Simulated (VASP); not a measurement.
Data:

```
Cs
1.0
   -3.16829     3.16829     3.16829
    3.16829    -3.16829     3.16829
    3.16829     3.16829    -3.16829
Cs
1
Cartesian
  0.00000   0.00000   0.00000
```

Method: r2SCAN meta-GGA, VASP's PBE PAW potentials (set 64) (plane waves; VASP). Run with 520 eV cut-off, 8×8×8 Γ-centred mesh, first-order Methfessel-Paxton smearing of 0.10 eV, potentials Cs_sv.

Unless said otherwise, spin-orbit coupling is left out, though it shifts the bands of the heavy elements here.

Question: What does the run give for the energy per atom (σ→0), band gap (on the k-mesh) with the smallest direct gap where there is one?

Answer: 
```json
{
  "band gap (on the k-mesh)": "none (metal, semimetal or under 0.01 eV)",
  "energy per atom (σ→0)": "-25.011 eV/atom"
}
```

The compound is Cs in the bcc structure. This cell is one point of a volume scan, at 1.03 of the reference volume.
